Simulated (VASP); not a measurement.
A VASP calculation is set up with these files.

INCAR:
```
ALGO = Normal
EDIFF = 1E-8
EDIFFG = -0.001
ENCUT = 400
IBRION = 1
ISIF = 2
ISMEAR = 1
LASPH = .TRUE.
LCHARG = .FALSE.
LMAXMIX = 6
LMIXTAU = .TRUE.
LREAL = .FALSE.
LWAVE = .FALSE.
METAGGA = R2SCAN
NELM = 100
NSW = 30
PREC = Accurate
SIGMA = 0.1
SYSTEM = Au
```

### POSCAR
```
Au
1.0
  0.0000000000   2.0626837841   2.0626837841
  2.0626837841   0.0000000000   2.0626837841
  2.0626837841   2.0626837841   0.0000000000
Au
1
Cartesian
  0.0000000000   0.0000000000   0.0000000000
```

### KPOINTS
```
kpoints
0
gamma
14 14 14
0 0 0
```

POTCAR, in this order: Au (PBE.64 set). Program: vasp_std.

**Question.** Translate this r2SCAN calculation to Ansatz.

**Answer.** One equivalent input (not run):
Ansatz 0.2 input:
```yaml
crystal:
  lattice:
    - [0.0000000, 2.0626838, 2.0626838]
    - [2.0626838, 0.0000000, 2.0626838]
    - [2.0626838, 2.0626838, 0.0000000]
  atoms:
    - { symbol: Au, position: [0.0000000, 0.0000000, 0.0000000] }
kpoints:
  mp_grid: { grid: [14, 14, 14] }
hamiltonian:
  xc: r2scan
  pseudopotentials: { kind: paw }
scf:
  occupations: { method: methfessel_paxton, width: 0.1 }
  max_iter: 100
relax:
  max_steps: 30
  f_tol: 0.001
output: { forces: true, stress: true, eigenvalues: true }
```
The two are equivalent in intent, not identical: each code has its own PAW files, so the cut-off isn't converted (ENCUT is set for VASP's; basis.ecutwfc is left out, and Ansatz then takes the one that its files recommend); Ansatz stops its SCF on the density residual and VASP on the energy change (EDIFF).

The compound is Au in the fcc structure. It was relaxed first. The start is the result of an earlier pass.
